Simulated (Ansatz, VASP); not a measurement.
**HfSi (HfSi (Pnma)): VASP beside Ansatz**

One calculation is typed for both programs; each brings its own data sets. How far apart do they land? The cell is taken from a series of runs on this material, whose earlier steps may have relaxed, scaled, displaced or heated it; both programs get it as it stands.

Program: Ansatz 0.2.0. Level of theory: plane waves, with VASP 6.6.1 beside it; relaxation of cell and atoms at r2SCAN. Results are calculated unless marked as measured.

## 1. Set-up

The structure is orthorhombic, space group Pnma (No. 62). The conventional cell has a = 6.862 Å, b = 3.768 Å, c = 5.223 Å, α = 90.00°, β = 90.00°, γ = 90.00°. Hf has 7 Si at 2.70 to 2.88 Å nearest. Nearest to Si lie 2 Si at 2.45 Å and 7 Hf at 2.70 to 2.88 Å. Farther neighbours are not listed.

## 2. Ansatz: relaxation of cell and atoms, r2SCAN

Ansatz runs on its default PAW (the set named soft_2) files.

The relaxed volume is the usual yardstick between codes: in a stiff, nearly cubic crystal its relative difference is about their pressure difference at one cell divided by the bulk modulus.

The input, input.yaml:

```yaml
crystal:
  lattice:
    - [6.8623965, 0.0, 0.0]
    - [0.0, 3.7682257, 0.0]
    - [0.0, 0.0, 5.2234472]
  atoms:
    - { symbol: Hf, position: [0.67514414, 0.25, 0.3743924] }
    - { symbol: Hf, position: [0.32485586, 0.75, 0.6256076] }
    - { symbol: Hf, position: [0.82485586, 0.75, 0.8743924] }
    - { symbol: Hf, position: [0.17514414, 0.25, 0.1256076] }
    - { symbol: Si, position: [0.54312423, 0.25, 0.86087047] }
    - { symbol: Si, position: [0.45687577, 0.75, 0.13912953] }
    - { symbol: Si, position: [0.95687577, 0.75, 0.36087047] }
    - { symbol: Si, position: [0.04312423, 0.25, 0.63912953] }
basis:
  ecutwfc: 500
  xc_grid: 2
hamiltonian:
  xc: r2scan
kpoints:
  mp_grid: { grid: [6, 10, 8] }
scf:
  occupations: { method: fermi_dirac, width: 0.05 }
  max_iter: 150
output:
  forces: true
  stress: true
relax:
  f_tol: 0.01
  max_steps: 60
  cell: {}
checkpoint:
  write: "../r2scan.run"
  compress: false
  write_wavefunctions: false
  write_every: 100000
```

Run with:

```bash
$ ansatz run input.yaml --threads 1 --pin off --max-ram 2355MiB --backend cpu --events-out ev --progress --plain --runs-dir out
```

Numbers of over 12 decimals in the logs are rounded to 6 here.

Output:

```text
Engine: ansatz 0.2.0, aarch64-unknown-linux-gnu
Pseudopotentials: kind: paw
Pseudopotential: Hf, paw, valence charge 26, recommended cutoff 500 eV (meta_gga), Hf.paw.azcp
Pseudopotential: Si, paw, valence charge 4, recommended cutoff 500 eV (meta_gga), Si.paw.azcp
Functional definition: r2SCAN
  parameter k0 = 0.174
  parameter k1 = 0.065
  parameter a1 = 4.9479
  exchange = r2scan_x(k0 = k0, k1 = k1, a1 = a1)
  correlation = r2scan_c
Crystal: 8 atoms, lattice volume = 135.073 Å³
Basis set: ecut = 500 eV, 3439 PW (Γ), exchange–correlation on 108×60×80 points (8 copies of the dense FFT grid, shifted against one another)
Bands: 72, of which v1, the nominal top of the filled ones, is band 60 counted from 1 (59 counted from 0)
Symmetry: 8 space group operations
Space group: Pnma (ITA 62), of the structure as read, at distance tolerance 5.1e-5 Å
k-points: 120 of 480
Non-local potential: Hf, projectors of the file, l = 0: 3, l = 1: 2, l = 2: 2, l = 3: 3
Non-local potential: Si, projectors of the file, l = 0: 2, l = 1: 2, l = 2: 2
PAW form: soft (Blöchl's): semilocal exchange-correlation on the pseudo side does not see the compensation charge
PAW frozen core: Hf, regenerated for the run's functional (the file was generated under x = pbe(κ = 0.804, μ = 0.219515), c = pbe(β = 0.066725))
PAW frozen core: Si, regenerated for the run's functional (the file was generated under x = pbe(κ = 0.804, μ = 0.219515), c = pbe(β = 0.066725))
PAW one-centre angular grid: Hf, 974 points (default); XC on 160 Gauss nodes
PAW one-centre angular grid: Si, 302 points (default); XC on 160 Gauss nodes
Initial density: superposition of atomic densities (neutral atoms: chi_scale 0, normalization atom), corrected by the library's trained network
Initial wavefunctions: pseudopotential atomic-orbital guess
Functional: x = r2scan, c = r2scan; τ floored in thin density (d = 2e-4 eV/Å³)
SCF iter   1: F=—  HF=-65495.320234 eV  |F-HF|=—  |Δ(HF+E_count)|=         —  Δρ=7.94e-3  dr2=1.16e-1  dr2_τ=1.30e-1  ethr=1.77e-3  ⟨swp⟩=5.7  Hψ=30210  notcnv=0  defer=70
preconditioner: auto → Kerker (q_TF=auto, 2.675 Å⁻¹)  [metal: Δε(μ)=0.003 eV  Ē_g=17.162 eV  σ=0.050 eV  W_gap=0.01  n_scr=42 (ndim 8)  ℏωp=33.8 eV  f_vac=0.000  D(μ)=1.63/eV (n_scr^D=4)]
SCF iter   2: F=—  HF=-65495.385312 eV  |F-HF|=—  |Δ(HF+E_count)|=   6.51e-2  Δρ=3.48e-3  dr2=1.76e-2  dr2_τ=3.94e-3  ethr=9.63e-5  ⟨swp⟩=2.5  Hψ=18274  notcnv=0  defer=495
SCF iter   3: F=—  HF=-65495.379609 eV  |F-HF|=—  |Δ(HF+E_count)|=   5.70e-3  Δρ=2.70e-3  dr2=1.12e-2  dr2_τ=1.89e-4  ethr=1.47e-5  ⟨swp⟩=2.0  Hψ=11533  notcnv=0  defer=495
SCF iter   4: F=—  HF=-65495.378926 eV  |F-HF|=—  |Δ(HF+E_count)|=   6.82e-4  Δρ=6.48e-4  dr2=7.29e-4  dr2_τ=5.44e-5  ethr=9.37e-6  ⟨swp⟩=2.0  Hψ=10571  notcnv=0  defer=495
SCF iter   5: F=—  HF=-65495.378830 eV  |F-HF|=—  |Δ(HF+E_count)|=   9.66e-5  Δρ=1.01e-4  dr2=2.35e-5  dr2_τ=3.58e-7  ethr=6.08e-7  ⟨swp⟩=2.0  Hψ=11180  notcnv=0  defer=495
SCF iter   6: F=—  HF=-65495.378825 eV  |F-HF|=—  |Δ(HF+E_count)|=   4.96e-6  Δρ=2.03e-5  dr2=7.41e-7  dr2_τ=1.28e-7  ethr=1.96e-8  ⟨swp⟩=2.0  Hψ=15038  notcnv=0  defer=495
SCF iter   7: F=-65495.378825 eV  HF=-65495.378825 eV  |F-HF|=1.70e-8  |Δ(HF+E_count)|=   2.08e-7  Δρ=7.29e-6  dr2=9.91e-8  dr2_τ=3.38e-9  ethr=8.33e-11  ⟨swp⟩=4.7  Hψ=32691  notcnv=0
SCF 1 converged in 7 iterations: F = -65495.378825 eV  dr2 = 9.91e-8
  greatest PAW one-centre occupation: 0.998 electrons in one spin orbital (limit 2), on the Hf atom at site 3 (counted from 0), in its partial waves of l = 3
relax step   1: F+E_penalty+E_count = -65495.37882464 eV  Δ(F+E_penalty+E_count) = +0.000e0 eV  max|allowed force component| = 3.051e-2 eV/Å  Δτ_max = 0.0000 Å  P = +0.353 GPa  Ω = 135.073 Å³  (7 SCF iters, dr2 threshold 1.00e-7 eV, accepted)
[...]
relax step   2: F+E_penalty+E_count = -65495.37782086 eV  Δ(F+E_penalty+E_count) = +1.004e-3 eV  max|allowed force component| = 6.127e-2 eV/Å  Δτ_max = 0.0115 Å  P = -0.425 GPa  Ω = 135.758 Å³  energy of the carried Pulay correction = -4.800e-5 eV  (7 SCF iters, dr2 threshold 4.59e-7 eV, rejected (line search))
[...]
relax step   3: F+E_penalty+E_count = -65495.37952917 eV  Δ(F+E_penalty+E_count) = -7.045e-4 eV  max|allowed force component| = 2.931e-3 eV/Å  Δτ_max = 0.0033 Å  P = +0.025 GPa  Ω = 135.352 Å³  energy of the carried Pulay correction = -1.958e-5 eV  (10 SCF iters, accepted)
[...]
relax step   4: F+E_penalty+E_count = -65495.37954082 eV  Δ(F+E_penalty+E_count) = -1.166e-5 eV  max|allowed force component| = 1.676e-3 eV/Å  Δτ_max = 0.0006 Å  P = +0.003 GPa  Ω = 135.373 Å³  energy of the carried Pulay correction = -2.101e-5 eV  (6 SCF iters, dr2 threshold 8.79e-9 eV, accepted)
[...]
relax step   5: F+E_penalty+E_count = -65495.37956181 eV  Δ(F+E_penalty+E_count) = -2.098e-5 eV  max|allowed force component| = 1.681e-3 eV/Å  Δτ_max = 0.0000 Å  P = +0.003 GPa  Ω = 135.373 Å³  stress off target by 5.41e-3 GPa  SCF on the basis re-selected at this cell (its energy is not comparable with the rows above)  (4 SCF iters)
basis re-selected at this cell: Δ(F+E_penalty+E_count) = -2.098e-5 eV, ΔP = +0.000 GPa vs the last step (what re-selecting the basis moved, of the pressure what is left beyond the Pulay correction that the steps carried, after the strain that the cell walked since its last selection, with what the two solves' SCF thresholds leave and, on support functions, any second-order correction that the steps lacked; it is no m [...]
SCF converged after 4 iterations
Free energy (F): -65495.379562 eV
Harris-Foulkes:  -65495.379562 eV  (|F-HF|=2.91e-11)
Internal energy: -65495.365994 eV  (E = F + TS)
E sigma→0 (E₀):  -65495.372778 eV
Entropy (-TS):   -0.013568 eV (-1.696 meV/atom)
Fermi energy:    17.742782 eV
--- Per-component energies (eV) ---
  E_band       = 33.739186
  E_kinetic    = 1870.786130
  E_local      = -23107.412961  (includes V_loc(G=0)·N_el)
  E_nonlocal   = -4896.761120
  E_hartree    = 10901.583665
  E_xc         = -1346.447608
  E_vxc        = -1383.232978  (∫ρ·V_xc dr)
  E_paw        = -29884.140869  (= ΣΔE_a)
  E_vpaw       = 5681.067774  (= ΣTr[D̂ρ^β])
  E_aug_tail   = 0.000013  (compensation charges beyond the density's cutoff)
  E_vtau       = 66.125148  (kinetic-family band-sum trace: ∫τ·v_τ [+ j·A + Jᵃ·Aᵃ] dr)
  E_ewald      = -19033.953599
  E_core_change = 0.980355  (= ΣΔE_core)
  E_smearing   = -0.013568  (= −TS)
  E_closure    = 0.000000  (closes the sum)
  Σ components = -65495.379562   (vs F -65495.379562, Δ=0.00e0)
--- Forces (eV/Å), atoms counted from 1 ---
  atom   1  Hf    -0.00081790    -0.00000000    -0.00007425
  atom   2  Hf     0.00081790     0.00000000     0.00007425
  atom   3  Hf     0.00081790     0.00000000    -0.00007425
  atom   4  Hf    -0.00081790    -0.00000000     0.00007425
  atom   5  Si    -0.00101835     0.00000000    -0.00168109
  atom   6  Si     0.00101835    -0.00000000     0.00168109
  atom   7  Si     0.00101835    -0.00000000    -0.00168109
  atom   8  Si    -0.00101835     0.00000000     0.00168109
  max |Σ_I F_I| component: 8.67e-19 eV/Å
--- Stress (GPa, compression-positive) ---
        0.001314       0.000000      -0.000000
        0.000000       0.005407       0.000000
       -0.000000       0.000000       0.001802
  P = ⅓ Tr σ = 0.0028 GPa (0.028 kbar)
--- Relaxed structure (4 steps of the walk, 3 accepted, 1 SCFs on fresh bases) ---
  F+E_penalty+E_count = -65495.37956181 eV   max|allowed force component| = 1.681e-3 eV/Å   (the final SCF, on the basis selected at the relaxed cell)
  cell:  # Å, volume = 135.3726 Å³
    - [6.863433, 0, 0]
    - [0, 3.774599, 0.0]
    - [0, 0.0, 5.225390]
  atoms:
    - { symbol: Hf, position: [0.675584, 0.250000, 0.373933] }
    - { symbol: Hf, position: [0.324416, 0.750000, 0.626067] }
    - { symbol: Hf, position: [0.824416, 0.750000, 0.873933] }
    - { symbol: Hf, position: [0.175584, 0.250000, 0.126067] }
    - { symbol: Si, position: [0.542881, 0.250000, 0.860992] }
    - { symbol: Si, position: [0.457119, 0.750000, 0.139008] }
    - { symbol: Si, position: [0.957119, 0.750000, 0.360992] }
    - { symbol: Si, position: [0.042881, 0.250000, 0.639008] }
```

The column dr2 measures how far the density is from self-consistency, as an energy; F and HF (Harris–Foulkes) agree once it is small.

(Continued in part 2 of 2.)

[Lines on the potential files, build, host, timing and source positions are cut from VASP's logs without a mark.]

[Logs are printed without paths, hosts, clocks, repeated set-up lines and the standing remarks that a program may print on its own settings, such as how far it seeks lower states.]

[Hosts, paths, dates, database ids (printed as entryN), source tags and the programs' standing remarks are cut or masked in the printed files.]
